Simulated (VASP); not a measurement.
These are PBE GGA, VASP's PBE PAW potentials (set 64) (plane waves; VASP) values and carry that method's errors.

Input for VASP

### POSCAR
```
Bi2Te3
1
    4.4243555476     0.0000000000     0.0000000000
   -2.2121777738     3.8316039645     0.0000000000
    0.0000000000    -0.0000000000    23.0399933693
Bi Te
2 3
Direct
  0.3333330000   0.6666670000   0.4108928317
  0.0000000000   0.0000000000   0.5891071683
  0.0000000000   1.0000000000   0.3360389873
  0.6666670000   0.3333330000   0.5000000000
  0.3333330000   0.6666670000   0.6639610127
```

### KPOINTS
```
Automatic
0
Gamma
  4 4 1
```

### INCAR
```
# general
SYSTEM  = Bi2Te3
PREC    = Accurate
ENCUT   = 400
LREAL   = .False.   # projection in real space or not
LASPH   = .True.

# electronic loop
EDIFF   = 1E-6
NELM    = 100
ALGO    = Normal   # blocked Davidson
LMAXMIX = 4

# smearing
ISMEAR  = 0   # Gaussian
SIGMA   = 0.05   # width (eV)

# functional
GGA     = PE

# output
LWAVE   = .True.
LCHARG  = .False.
```

POTCAR, in this order: Bi_d Te (PBE.64 set). Program: vasp_std.

Output

OSZICAR:
```
       N       E                     dE             d eps       ncg     rms          rms(c)
DAV:   1     0.348536710237E+03    0.34854E+03   -0.18583E+04   288   0.115E+03
DAV:   2     0.140574297759E+02   -0.33448E+03   -0.32689E+03   272   0.303E+02
DAV:   3    -0.172979478748E+02   -0.31355E+02   -0.30892E+02   268   0.112E+02
DAV:   4    -0.186710702929E+02   -0.13731E+01   -0.13688E+01   292   0.242E+01
DAV:   5    -0.187136994777E+02   -0.42629E-01   -0.42598E-01   316   0.423E+00    0.610E+00
DAV:   6    -0.183563610828E+02    0.35734E+00   -0.88773E-01   260   0.585E+00    0.478E+00
DAV:   7    -0.183613587851E+02   -0.49977E-02   -0.40061E-01   324   0.275E+00    0.142E+00
DAV:   8    -0.183662080151E+02   -0.48492E-02   -0.46156E-02   252   0.112E+00    0.695E-01
DAV:   9    -0.183643414785E+02    0.18665E-02   -0.85480E-03   280   0.577E-01    0.434E-01
DAV:  10    -0.183649168858E+02   -0.57541E-03   -0.46520E-03   268   0.407E-01    0.158E-01
DAV:  11    -0.183648190089E+02    0.97877E-04   -0.60353E-04   272   0.160E-01    0.904E-02
DAV:  12    -0.183648319243E+02   -0.12915E-04   -0.10425E-04   280   0.497E-02    0.645E-02
DAV:  13    -0.183648636885E+02   -0.31764E-04   -0.75273E-05   256   0.439E-02    0.465E-02
DAV:  14    -0.183648638272E+02   -0.13872E-06   -0.14120E-05   264   0.208E-02    0.157E-02
DAV:  15    -0.183648699719E+02   -0.61447E-05   -0.19600E-06   200   0.649E-03    0.813E-03
DAV:  16    -0.183648889006E+02   -0.18929E-04   -0.22403E-06   200   0.551E-03    0.435E-03
DAV:  17    -0.183649032351E+02   -0.14335E-04   -0.23012E-06   200   0.394E-03    0.575E-03
DAV:  18    -0.183649133250E+02   -0.10090E-04   -0.61277E-07   172   0.234E-03    0.368E-03
DAV:  19    -0.183649169103E+02   -0.35853E-05   -0.80158E-08   160   0.142E-03    0.116E-03
DAV:  20    -0.183649204089E+02   -0.34986E-05   -0.87319E-08   152   0.113E-03    0.447E-04
DAV:  21    -0.183649239253E+02   -0.35165E-05   -0.81762E-08   148   0.915E-04    0.958E-04
DAV:  22    -0.183649244157E+02   -0.49038E-06   -0.14362E-08   136   0.607E-04
   1 F= -.18364924E+02 E0= -.18364924E+02  d E =-.170584E-15
```

OUTCAR:
```
------------------------ aborting loop because EDIFF is reached ----------------------------------------
  FORCE on cell =-STRESS in cart. coord.  units (eV):
  Direction    XX          YY          ZZ          XY          YZ          ZX
  --------------------------------------------------------------------------------------
  Total       -0.0092830     -0.0092830     -0.1452900      0.0000000      0.0000000      0.0000000
  in kB       -0.0380791     -0.0380791     -0.5959822      0.0000000      0.0000000      0.0000000
  external PRESSURE =      -0.2240468 kB  Pullay stress =       0.0000000 kB
  volume of cell :      390.58
      direct lattice vectors                 reciprocal lattice vectors
     4.424355548  0.000000000  0.000000000     0.226021618  0.130493653  0.000000000
    -2.212177774  3.831603965  0.000000000     0.000000000  0.260987307  0.000000000
     0.000000000  0.000000000 23.039993369     0.000000000  0.000000000  0.043402790
 POSITION                                       TOTAL-FORCE (eV/Angst)
 -----------------------------------------------------------------------------------
     -0.00000      2.55440      9.46697         0.000000      0.000000     -0.053195
      0.00000      0.00000     13.57303         0.000000     -0.000000      0.053195
      0.00000      0.00000      7.74234         0.000000     -0.000000      0.038195
      2.21218      1.27720     11.52000        -0.000000     -0.000000      0.000000
     -0.00000      2.55440     15.29766         0.000000      0.000000     -0.038195
 -----------------------------------------------------------------------------------
    total drift:                                0.002363     -0.001364      0.000707
  FREE ENERGIE OF THE ION-ELECTRON SYSTEM (eV)
  ---------------------------------------------------
  free  energy   TOTEN  =       -18.3649244157 eV

  energy  without entropy=      -18.3649244157  energy(sigma->0) =      -18.36492442
```
(Selected blocks of OUTCAR.)

The cell holds a wide vacuum, so values per volume refer to the whole cell.

The cell is a sheet with vacuum, built from a generated structure.
